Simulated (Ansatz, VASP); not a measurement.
# Cross-check of Si2Mo between VASP and Ansatz

Wanted: the spread between two codes on one cell, functional and k mesh. The cell is taken from a series of runs on this material, whose earlier steps may have relaxed, scaled, displaced or heated it; both programs get it as it stands.

Calculated with Ansatz 0.2.0; plane waves, with VASP 6.6.1 beside it; zone-centre phonons at PBEsol.

**1. Set-up**

The structure is tetragonal, space group I4/mmm (No. 139). Conventional cell: a = 3.190 Å, b = 3.190 Å, c = 7.821 Å, α = 90.00°, β = 90.00°, γ = 90.00°. Nearest to Si lie 5 Si at 2.58 to 2.62 Å and 5 Mo at 2.60 to 2.62 Å. Nearest to Mo lie 10 Si at 2.60 to 2.62 Å. Farther neighbours are not listed.

**2. Ansatz: zone-centre phonons, PBEsol**

Ansatz runs on its PAW soft_1 files.

Second derivatives magnify differences that forces hide, and they need a tight electronic threshold.

File input.yaml:

```yaml
crystal:
  lattice:
    - [-1.595247443, 1.595247443, 3.9102846035]
    - [1.595247443, -1.595247443, 3.9102846035]
    - [1.595247443, 1.595247443, -3.9102846035]
  atoms:
    - { symbol: Si, position: [0.3350931527, 0.3350931527, 0.0] }
    - { symbol: Si, position: [0.6649068473, 0.6649068473, 0.0] }
    - { symbol: Mo, position: [0.0, 0.0, 0.0] }
kpoints:
  mp_grid: { grid: [20, 20, 20] }
hamiltonian:
  xc: pbesol
  pseudopotentials: { kind: paw, azcp: { folder: soft_1 }, xc_functional: pbe }
scf:
  occupations: { method: methfessel_paxton, width: 0.2 }
output:
  eigenvalues: true
phonons:
  method: dfpt
```

Started as:

```
ansatz run input.yaml --threads 4 --pin off --max-ram 10240MiB --backend cpu --events-out ev --progress --plain --runs-dir out
```

Numbers of over 12 decimals in the logs are rounded to 6 here.

Output:

```text
zone centre: on kpoints.mp_grid the ground state, and the responses unless they are solved on pairs of k-points, stand on 1166 of the mesh's 8000 k-points, reduced under 4 symmetry operations, with k and −k counted as one. Each operation leaves every solved displacement unchanged or reverses it
Engine: ansatz 0.2.0, aarch64-unknown-linux-gnu
Pseudopotentials: kind: paw
Pseudopotential: Si, paw, valence charge 4, recommended cutoff 420 eV (normal), soft_1/Si.paw.azcp
Pseudopotential: Mo, paw, valence charge 14, recommended cutoff 420 eV (normal), soft_1/Mo.paw.azcp
Functional definition: PBEsol
  exchange = pbesol_x
  correlation = pbesol_c
Crystal: 3 atoms, lattice volume = 39.804 Å³
Basis set: ecut = 420 eV, 769 PW (Γ), exchange–correlation on 64×64×64 points (8 copies of the dense FFT grid, shifted against one another)
Bands: 15, of which v1, the nominal top of the filled ones, is band 11 counted from 1 (10 counted from 0)
Symmetry: 16 space group operations
k-points: 1166 of 8000 (irreducible under 4 space group operations, time reversal used)
Non-local potential: Si, projectors of the file, l = 0: 2, l = 1: 2, l = 2: 1
Non-local potential: Mo, projectors of the file, l = 0: 3, l = 1: 2, l = 2: 2, l = 3: 1
PAW form: soft (Blöchl's): semilocal exchange-correlation on the pseudo side does not see the compensation charge
PAW frozen core: Si, regenerated for the run's functional, and the local potential with it (the file was generated under x = pbe(κ = 0.804, μ = 0.219515), c = pbe(β = 0.066725))
PAW frozen core: Mo, regenerated for the run's functional, and the local potential with it (the file was generated under x = pbe(κ = 0.804, μ = 0.219515), c = pbe(β = 0.066725))
PAW one-centre angular grid: Si, 110 points (default); XC on 64 Gauss nodes
PAW one-centre angular grid: Mo, 590 points (default); XC on 64 Gauss nodes
Initial density: superposition of atomic densities (chi_scale 0.1, normalization cell, long waves kept (reshape's long-wave potential 0.00 eV rms))
Initial wavefunctions: pseudopotential atomic-orbital guess
Functional: x = pbesol(κ = 0.804, μ = 0.123457), c = pbesol(β = 0.046)
SCF iter   1: F=—  HF=-6143.567021 eV  |F-HF|=—  |Δ(HF+E_count)|=         —  Δρ=9.35e-2  dr2=5.19e0  ethr=3.10e-3  ⟨swp⟩=5.3  Hψ=100416  notcnv=0
preconditioner: auto → Kerker (q_TF=auto, 2.472 Å⁻¹)  [metal: Δε(μ)=0.017 eV  Ē_g=8.189 eV  σ=0.200 eV  W_gap=0.07  n_scr=10 (ndim 8)  ℏωp=22.0 eV  f_vac=0.000  D(μ)=0.48/eV (n_scr^D=0)]
SCF iter   2: F=—  HF=-6142.375154 eV  |F-HF|=—  |Δ(HF+E_count)|=    1.19e0  S|Δr|=    0.00e0  Δρ=3.16e-2  dr2=2.95e-1  ethr=3.10e-3  ⟨swp⟩=2.2  Hψ=43369  notcnv=0
SCF iter   3: F=—  HF=-6142.315936 eV  |F-HF|=—  |Δ(HF+E_count)|=   5.92e-2  S|Δr|=    0.00e0  Δρ=1.47e-2  dr2=6.48e-2  ethr=1.34e-3  ⟨swp⟩=2.1  Hψ=24971  notcnv=0
SCF iter   4: F=—  HF=-6142.300853 eV  |F-HF|=—  |Δ(HF+E_count)|=   1.51e-2  S|Δr|=    0.00e0  Δρ=2.59e-3  dr2=2.89e-3  ethr=2.95e-4  ⟨swp⟩=2.5  Hψ=25525  notcnv=0
SCF iter   5: F=—  HF=-6142.300036 eV  |F-HF|=—  |Δ(HF+E_count)|=   8.17e-4  S|Δr|=    0.00e0  Δρ=3.33e-4  dr2=7.81e-5  ethr=1.31e-5  ⟨swp⟩=2.8  Hψ=28872  notcnv=0
SCF iter   6: F=—  HF=-6142.300020 eV  |F-HF|=—  |Δ(HF+E_count)|=   1.59e-5  S|Δr|=    0.00e0  Δρ=3.19e-5  dr2=5.80e-7  ethr=3.55e-7  ⟨swp⟩=2.3  Hψ=22741  notcnv=0
SCF iter   7: F=—  HF=-6142.300021 eV  |F-HF|=—  |Δ(HF+E_count)|=   8.75e-7  S|Δr|=    0.00e0  Δρ=4.82e-6  dr2=9.17e-9  ethr=2.64e-9  ⟨swp⟩=2.3  Hψ=24784  notcnv=0
SCF iter   8: F=—  HF=-6142.300021 eV  |F-HF|=—  |Δ(HF+E_count)|=   1.27e-9  S|Δr|=    0.00e0  Δρ=7.52e-7  dr2=1.94e-10  ethr=4.17e-11  ⟨swp⟩=2.5  Hψ=30106  notcnv=0
SCF iter   9: F=-6142.300021 eV  HF=-6142.300021 eV  |F-HF|=1.82e-12  |Δ(HF+E_count)|=  4.91e-11  S|Δr|=    0.00e0  Δρ=1.21e-7  dr2=5.48e-12  ethr=1.00e-12  ⟨swp⟩=5.5  Hψ=75511  notcnv=0
the search or the solves at the SCF's close seem to have found levels that the self-consistency loop had missed (the run counts 4). By its estimate they hold under 1e-12 electrons; where the run keeps them, the occupations were computed again with them
SCF 1 converged in 9 iterations: F = -6142.300021 eV  dr2 = 5.48e-12
  greatest PAW one-centre occupation: 0.999 electrons in one spin orbital (limit 2), on the Mo atom at site 2 (counted from 0), in its partial waves of l = 0
DFPT response loops at Γ: preconditioner auto → Kerker (q_TF=auto, 2.472 Å⁻¹) (partly filled bands, converged f_vac=0.000); β = 1.00, the filter's whole step (`scf.mixing.beta` (0.50) is not read by the response loops under this deck's `scf.mixing.preconditioner`; to damp them name `kerker` or `kerker_dos`, under which they read `scf.mixing.beta`, and type it under 1.00, their step now; both keys bind the ground state too); Broyden in place of MSR1
SCF converged after 9 iterations
Stability not checked: this state was not tested for a lower state beside it, because cold or Methfessel-Paxton smearing, or corrected tetrahedra, fill the levels in a way that the test cannot read (fill_not_monotonic; see scf.lower_state_search)
Free energy (F): -6142.300021 eV
Harris-Foulkes:  -6142.300021 eV  (|F-HF|=1.82e-12)
Internal energy: -6142.300656 eV  (E = F + TS)
E sigma→0 (E₀):  -6142.300180 eV
Entropy (-TS):   0.000635 eV (0.212 meV/atom)
Fermi energy:    16.052985 eV
--- Per-component energies (eV) ---
  E_band       = -44.531359
  E_kinetic    = 513.074846
  E_local      = -1124.748710  (includes V_loc(G=0)·N_el)
  E_nonlocal   = 194.767928
  E_hartree    = 429.006495
  E_xc         = -291.943800
  E_vxc        = -321.337258  (∫ρ·V_xc dr)
  E_paw        = -4149.990581  (= ΣΔE_a)
  E_vpaw       = -164.301252  (= ΣTr[D̂ρ^β])
  E_aug_tail   = 0.000118  (compensation charges beyond the density's cutoff)
  E_ewald      = -1712.739373
  E_core_change = 0.272421  (= ΣΔE_core)
  E_smearing   = 0.000635  (= −TS)
  E_closure    = 0.000000  (closes the sum)
  Σ components = -6142.300021   (vs F -6142.300021, Δ=0.00e0)
--- Band table (eV; the first three rows and the last of 1166) ---
  k-point 0: bands = [... 7 lower, 12.9242, 13.4214, 13.4214, 16.4436, 19.2047, 19.2932, 19.6151, 19.6151]
  k-point 1: bands = [... 7 lower, 12.9471, 13.2137, 13.7940, 16.1343, 19.0147, 19.3772, 19.4971, 19.6546]
  k-point 2: bands = [... 7 lower, 12.6959, 13.0177, 14.3343, 15.3690, 18.5716, 19.4185, 19.6808, 19.7534]
  k-point 1165: bands = [... 7 lower, 13.8316, 15.4740, 15.4740, 15.6009, 15.6009, 16.5794, 20.8285, 21.3079]
--- Phonons (Γ-DFPT): 4 representative perturbations + reference, on 1166 of 8000 k-points (Σ response iterations 12) ---
  k mesh reduced under 4 symmetry operations, with k and −k counted as one. Each operation leaves every solved displacement unchanged or reverses it
  ASR residual: 3.581e-5 → 0.000e0 eV/Å²; symmetrization residual: 2.451e-6 eV/Å²
  ASR residual per site (eV/Å²): 3.58e-5 3.58e-5 1.65e-5
  Γ frequencies (cm⁻¹): 0.00 0.00 0.00 277.86 277.86 318.58 333.01 333.01 437.70
  non-analytic LO–TO correction: not included (Born effective charges unavailable; polar crystals: no LO–TO splitting at Γ)
```

(Part 1 of 2 ends here.)

[Lines on the potential files, build, host, timing and source positions are cut from VASP's logs without a mark.]

[Logs are printed without paths, hosts, clocks, repeated set-up lines and the standing remarks that a program may print on its own settings, such as how far it seeks lower states.]

[Hosts, paths, dates, database ids (printed as entryN), source tags and the programs' standing remarks are cut or masked in the printed files.]
